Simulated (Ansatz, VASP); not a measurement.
# MoS2 in two plane-wave programs, part 2 of 2

Wanted: the spread between two codes on one cell, functional and k mesh.

VASP 6.6.1 and Ansatz 0.2.0.

So far: Set-up; Ansatz: band structure, HSE06.

The database entry behind the starting cell differs from later determinations by our own check (about 0.3 % long), so it need not match the best structure at ambient conditions.

### Step 3. VASP: band structure, HSE06

Level of this step: HSE06, no spin polarisation; plane waves and PAW (Mo_sv, S) (VASP).

The same cell, functional, mesh and smearing now go to VASP, with its own data sets and cutoff.

Lines of VASP's logs that name or quote its potential files are left out, and so is its time.

The run reads the wave functions of an earlier VASP run, which isn't shown here.

INCAR

```
SYSTEM = MoS2
PREC = Accurate
ENCUT = 400
EDIFF = 1E-06
NELM = 100
ISMEAR = 0
SIGMA = 0.02
LREAL = .FALSE.
ALGO = Normal
LHFCALC = .TRUE.
AEXX = 0.25
GGA = PE
HFSCREEN = 0.2
LASPH = .TRUE.
NBANDS = 32
PRECFOCK = Fast
LORBIT = 11
LWAVE = .FALSE.
LCHARG = .FALSE.
KPAR = 4
```

POSCAR

```
MoS2
1.0
    3.1690000000      0.0000000000      0.0000000000
   -1.5845000000      2.7444345046      0.0000000000
    0.0000000000      0.0000000000     12.3240000000
Mo S
2 4
Direct
    0.3333333333      0.6666666667      0.2500000000
    0.6666666667      0.3333333333      0.7500000000
    0.3333333333      0.6666666667      0.6230000000
    0.6666666667      0.3333333333      0.1230000000
    0.3333333333      0.6666666667      0.8770000000
    0.6666666667      0.3333333333      0.3770000000
```

KPOINTS

```
Automatic mesh
0
Gamma
5 5 2
0 0 0
```

KPOINTS_OPT

```
Line mode
6
Line-mode
Reciprocal
  0.00000000   0.00000000   0.00000000 GAMMA
  0.50000000   0.00000000   0.00000000 M

  0.50000000   0.00000000   0.00000000 M
  0.33333333   0.33333333   0.00000000 K

  0.33333333   0.33333333   0.00000000 K
  0.00000000   0.00000000   0.00000000 GAMMA

  0.00000000   0.00000000   0.00000000 GAMMA
  0.00000000   0.00000000   0.50000000 A

  0.00000000   0.00000000   0.50000000 A
  0.50000000   0.00000000   0.50000000 L

  0.50000000   0.00000000   0.50000000 L
  0.33333333   0.33333333   0.50000000 H

  0.33333333   0.33333333   0.50000000 H
  0.00000000   0.00000000   0.50000000 A

  0.50000000   0.00000000   0.50000000 L
  0.50000000   0.00000000   0.00000000 M

  0.33333333   0.33333333   0.00000000 K
  0.33333333   0.33333333   0.50000000 H
```

PAW data sets: Mo_sv and S (PBE family, release 64).

Command:

```sh
> mpirun -np 8 vasp_std
```

Numbers of over 12 decimals in the logs are rounded to 6 here.

The program printed:

```text
[banner, memory and clock lines left out]
running    8 mpi-ranks, on    1 nodes
 distrk:  each k-point on    2 cores,    4 groups
 distr:  one band on    1 cores,    2 groups

 POSCAR found type information on POSCAR MoS
 POSCAR found :  2 types and       6 ions
|                                                                             |
|           W    W    AA    RRRRR   N    N  II  N    N   GGGG   !!!           |
|           W    W   A  A   R    R  NN   N  II  NN   N  G    G  !!!           |
|           W    W  A    A  R    R  N N  N  II  N N  N  G       !!!           |
|           W WW W  AAAAAA  RRRRR   N  N N  II  N  N N  G  GGG   !            |
|           WW  WW  A    A  R   R   N   NN  II  N   NN  G    G                |
|           W    W  A    A  R    R  N    N  II  N    N   GGGG   !!!           |
|                                                                             |
|     For optimal performance we recommend to set                             |
|       NCORE = 2 up to number-of-cores-per-socket                            |
|     NCORE specifies how many cores store one orbital (NPAR=cpu/NCORE).      |
|     This setting can greatly improve the performance of VASP for DFT.       |
|     The default, NCORE=1 might be grossly inefficient on modern             |
|     multi-core architectures or massively parallel machines. Do your        |
|     Unfortunately you need to use the default for GW and RPA                |
|     calculations (for HF NCORE is supported but not extensively tested      |
|     yet).                                                                   |
|                                                                             |

 LDA part: xc-table for (Slater+PW92), standard interpolation
 found WAVECAR, reading the header
 POSCAR, INCAR and KPOINTS ok, starting setup
 FFT: planning ... GRIDC
 FFT: planning ... GRID_SOFT
 FFT: planning ... GRID
 reading WAVECAR
 the WAVECAR file was read successfully
 initial charge from wavefunction
 entering main loop
       N       E                     dE             d eps       ncg     rms          rms(c)
DAV:   1    -0.524443556791E+02   -0.52444E+02   -0.12533E+00   656   0.667E+00    0.367E+00
DAV:   2    -0.524031896057E+02    0.41166E-01   -0.17558E-01   656   0.327E+00    0.210E+00
DAV:   3    -0.524091432413E+02   -0.59536E-02   -0.28433E-02   688   0.932E-01    0.922E-01
DAV:   4    -0.524055824759E+02    0.35608E-02   -0.77910E-03   688   0.556E-01    0.436E-01
DAV:   5    -0.524060326276E+02   -0.45015E-03   -0.26836E-03   736   0.227E-01    0.250E-01
DAV:   6    -0.524058673818E+02    0.16525E-03   -0.56269E-04   704   0.168E-01    0.158E-01
DAV:   7    -0.524058923603E+02   -0.24979E-04   -0.84992E-05   752   0.465E-02    0.763E-02
DAV:   8    -0.524058824119E+02    0.99485E-05   -0.32618E-05   712   0.407E-02    0.357E-02
DAV:   9    -0.524058849754E+02   -0.25635E-05   -0.55083E-06   688   0.113E-02    0.210E-02
DAV:  10    -0.524058849543E+02    0.21084E-07   -0.16960E-06   552   0.879E-03
   1 F= -.52405885E+02 E0= -.52405885E+02  d E =-.202504E-31
 Start KPOINTS_OPT (optional k-point list driver)
k-point batch [1-10\54]
       N       E                     dE             ncg
DAV:   1    -0.704593059937E+03   -0.12715E+05      736
DAV:   2    -0.537411579689E+04   -0.46695E+04      752
DAV:   3    -0.577177850099E+04   -0.39766E+03      752
DAV:   4    -0.579775480468E+04   -0.25976E+02      744
DAV:   5    -0.579922961220E+04   -0.14748E+01      728
DAV:   6    -0.579934547571E+04   -0.11586E+00      792
DAV:   7    -0.579935725831E+04   -0.11783E-01      744
DAV:   8    -0.579935862361E+04   -0.13653E-02      672
DAV:   9    -0.579935880567E+04   -0.18206E-03      608
DAV:  10    -0.579935883334E+04   -0.27673E-04      512
DAV:  11    -0.579935883800E+04   -0.46607E-05      504
DAV:  12    -0.579935883885E+04   -0.84464E-06      488
[...]
k-point batch [51-54\54]
       N       E                     dE             ncg
DAV:   1     0.103304607909E+05   -0.80406E+04      296
DAV:   2     0.853942962278E+04   -0.17910E+04      288
DAV:   3     0.838042046035E+04   -0.15901E+03      328
DAV:   4     0.836970657676E+04   -0.10714E+02      296
DAV:   5     0.836933721304E+04   -0.36936E+00      288
DAV:   6     0.836931683924E+04   -0.20374E-01      288
DAV:   7     0.836931529493E+04   -0.15443E-02      280
DAV:   8     0.836931516506E+04   -0.12987E-03      240
DAV:   9     0.836931515398E+04   -0.11080E-04      192
DAV:  10     0.836931515300E+04   -0.97397E-06      184
```

OUTCAR, selected parts (step 3):

```text
ion  position               nearest neighbor table
   1  0.333  0.667  0.250-   4 2.41   6 2.41   4 2.41   6 2.41   4 2.41   6 2.41
   2  0.667  0.333  0.750-   3 2.41   5 2.41   3 2.41   5 2.41   3 2.41   5 2.41
   3  0.333  0.667  0.623-   2 2.41   2 2.41   2 2.41
   4  0.667  0.333  0.123-   1 2.41   1 2.41   1 2.41
   5  0.333  0.667  0.877-   2 2.41   2 2.41   2 2.41
   6  0.667  0.333  0.377-   1 2.41   1 2.41   1 2.41

  LATTYP: Found a hexagonal cell.
 ALAT       =     3.1690000000
 C/A-ratio  =     3.8889239508

 Subroutine GETGRP returns: Found 24 space group operations
 (whereof 12 operations were pure point group operations)

The static configuration has the point symmetry D_3d.
 The point group associated with its full space group is D_6h.

 Found     10 irreducible k-points:

   k-points           NKPTS =     10   k-points in BZ     NKDIM =     50   number of bands    NBANDS=     32

   dimension x,y,z NGX =    24 NGY =   24 NGZ =   80
   dimension x,y,z NGXF=    48 NGYF=   48 NGZF=  160

   ENCUT  =  400.0 eV  29.40 Ry    5.42 a.u.   5.17  5.17 20.10*2*pi/ulx,y,z

   NELECT =      52.0000    total number of electrons

 k-points in reciprocal lattice and weights: Automatic mesh
   0.00000000  0.00000000  0.00000000       0.020
   0.20000000 -0.00000000  0.00000000       0.120
   0.40000000 -0.00000000  0.00000000       0.120
   0.20000000  0.20000000  0.00000000       0.120
   0.40000000  0.20000000  0.00000000       0.120
   0.00000000  0.00000000  0.50000000       0.020
   0.20000000 -0.00000000  0.50000000       0.120
   0.40000000 -0.00000000  0.50000000       0.120
   0.20000000  0.20000000  0.50000000       0.120
   0.40000000  0.20000000  0.50000000       0.120

  exchange ACFDT corr.  =         0.00000000  see jH, gK, PRB 81, 115126

 average (electrostatic) potential at core
       1 -69.5838       2 -69.5838       3 -80.9443       4 -80.9443       5 -80.9443
       6 -80.9443

 E-fermi :   7.2530

 k-point     1 :       0.0000    0.0000    0.0000
  band No.  band energies     occupation
    ...
     22       4.7793      2.00000
     23       4.7793      2.00000
     24       5.6773      2.00000
     25       5.8502      2.00000
     26       7.0922      2.00000
     27       9.9400      0.00000
     28       9.9400      0.00000
     29       9.9717      0.00000
     30       9.9717      0.00000
     31      10.0833      0.00000
    ...

 k-point     2 :       0.2000   -0.0000    0.0000
  band No.  band energies     occupation
    ...
     22       4.0844      2.00000
     23       4.6811      2.00000
     24       5.5308      2.00000
     25       5.6925      2.00000
     26       5.9490      2.00000
     27       9.0513      0.00000
     28       9.4920      0.00000
     29       9.7413      0.00000
     30       9.7655      0.00000
     31       9.8147      0.00000
    ...

 k-point     3 :       0.4000   -0.0000    0.0000
  band No.  band energies     occupation
    ...
     22       4.4455      2.00000
     23       5.0014      2.00000
     24       5.1802      2.00000
     25       5.2173      2.00000
     26       5.5037      2.00000
     27       9.2751      0.00000
     28       9.3816      0.00000
     29       9.4611      0.00000
     30       9.9820      0.00000
     31      10.6610      0.00000
    ...

  energy-cutoff  :      400.00
  volume of cell :      107.18
      direct lattice vectors                 reciprocal lattice vectors
     3.169000000  0.000000000  0.000000000     0.315556958  0.182186895  0.000000000
    -1.584500000  2.744434505  0.000000000     0.000000000  0.364373789  0.000000000
     0.000000000  0.000000000 12.324000000     0.000000000  0.000000000  0.081142486

 POSITION                                       TOTAL-FORCE (eV/Angst)
 -----------------------------------------------------------------------------------
     -0.00000      1.82962      3.08100         0.000000      0.000000      0.000000
      1.58450      0.91481      9.24300        -0.000000     -0.000000      0.000000
     -0.00000      1.82962      7.67785         0.000000     -0.000000      0.619505
      1.58450      0.91481      1.51585        -0.000000      0.000000      0.619505
     -0.00000      1.82962     10.80815         0.000000     -0.000000     -0.619505
      1.58450      0.91481      4.64615        -0.000000      0.000000     -0.619505
 -----------------------------------------------------------------------------------
    total drift:                               -0.000005     -0.000003      0.000132

  FREE ENERGIE OF THE ION-ELECTRON SYSTEM (eV)
  ---------------------------------------------------
  free  energy   TOTEN  =       -52.4058849543 eV

  energy  without entropy=      -52.4058849543  energy(sigma->0) =      -52.40588495

 total charge
# of ion       s       p       d       tot
------------------------------------------
    1        2.291   6.231   3.883  12.406
    2        2.291   6.231   3.883  12.406
    3        1.360   2.346   0.000   3.705
    4        1.360   2.346   0.000   3.705
    5        1.360   2.346   0.000   3.705
    6        1.360   2.346   0.000   3.705
--------------------------------------------------
tot         10.022  21.845   7.766  39.633

[... 3 further parts left out ...]
```

This run has no spin polarisation, so a moment on Mo, if there is one, isn't seen. Spin-orbit coupling is off here; it would split degenerate levels.

### Step 4. Comparison

Known differences besides the potentials themselves: exact exchange at q = 0 is treated differently, which shows on coarse meshes; VASP keeps PBE cores, Ansatz makes them for the functional; the cutoff is 420 eV in Ansatz and 400 eV in VASP; VASP takes a coarser grid for exact exchange (PRECFOCK = Fast). Total energies have different zeros and are not compared.

Both answers:

```csv
quantity,Ansatz,VASP,difference
gap over the path points (eV),1.492,1.505,-0.013
```

Forces (eV/Å; atoms numbered as in POSCAR):

```csv
atom,"Ansatz x, y, z","VASP x, y, z"
Mo1,"0.000, 0.000, 0.000","0.000, 0.000, 0.000"
Mo2,"0.000, 0.000, 0.000","0.000, 0.000, 0.000"
S3,"0.000, 0.000, 0.594","0.000, 0.000, 0.620"
S4,"0.000, 0.000, 0.594","0.000, 0.000, 0.620"
S5,"0.000, 0.000, -0.594","0.000, 0.000, -0.620"
S6,"0.000, 0.000, -0.594","0.000, 0.000, -0.620"
```

Levels at points of the path, from each program's valence-band top (eV; 4 filled, then empty):

```csv
k (reciprocal lattice),Ansatz,VASP
0.000 0.000 0.000,-2.33 -1.42 -1.25 0.00 2.84 2.84 2.87,-2.31 -1.42 -1.24 0.00 2.86 2.86 2.88
0.400 0.000 0.000,-2.11 -1.93 -1.89 -1.60 2.17 2.27 2.35,-2.09 -1.91 -1.88 -1.59 2.18 2.29 2.37
0.400 0.200 0.000,-3.21 -2.72 -1.09 -0.89 1.90 1.99 2.97,-3.21 -2.72 -1.07 -0.88 1.92 2.01 2.98
0.200 0.200 0.000,-2.24 -2.18 -1.61 -1.61 1.49 2.43 2.53,-2.25 -2.17 -1.59 -1.59 1.50 2.45 2.55
0.000 0.000 0.100,-2.33 -1.63 -1.06 -0.01 2.84 2.84 2.87,-2.31 -1.63 -1.05 -0.01 2.85 2.86 2.88
0.000 0.000 0.500,-2.36 -2.36 -0.31 -0.31 2.84 2.84 2.84,-2.34 -2.34 -0.31 -0.31 2.85 2.85 2.86
0.400 0.000 0.500,-2.02 -2.02 -1.71 -1.71 2.22 2.22 2.59,-2.00 -2.00 -1.70 -1.70 2.23 2.23 2.60
0.400 0.200 0.500,-3.03 -3.03 -0.99 -0.99 1.95 1.95 3.17,-3.03 -3.03 -0.97 -0.97 1.97 1.97 3.18
0.200 0.200 0.500,-2.25 -2.25 -1.60 -1.60 1.88 1.88 2.60,-2.25 -2.25 -1.59 -1.59 1.90 1.90 2.62
0.500 0.000 0.400,-1.89 -1.82 -1.53 -1.49 2.27 2.28 2.80,-1.88 -1.81 -1.52 -1.48 2.28 2.30 2.82
```

The forces differ by 12 meV/Å r.m.s., which is 4.1 % of the r.m.s. force of 0.29 eV/Å (both taken over all components). Among the levels compared at these points, filled levels agree within 19 meV and empty ones within 26 meV.

### Step 5. Outcome

| Property | Result |
| --- | --- |
| difference in gap over the path points (band structure, HSE06) | -0.013 eV |
| r.m.s. force difference (band structure, HSE06) | 4.1 % of the r.m.s. force |

What this shows: The r.m.s. force difference is 4.1 % of the r.m.s. force (band structure, HSE06), beyond the 3 % picked in this series as the mark of a large difference. How closely two codes agree says nothing of how well the functional describes the real material.

[Lines on the potential files, build, host, timing and source positions are cut from VASP's logs without a mark.]

[Logs are printed without paths, hosts, clocks, repeated set-up lines and the standing remarks that a program may print on its own settings, such as how far it seeks lower states.]

[Hosts, paths, dates, database ids (printed as entryN), source tags and the programs' standing remarks are cut or masked in the printed files.]
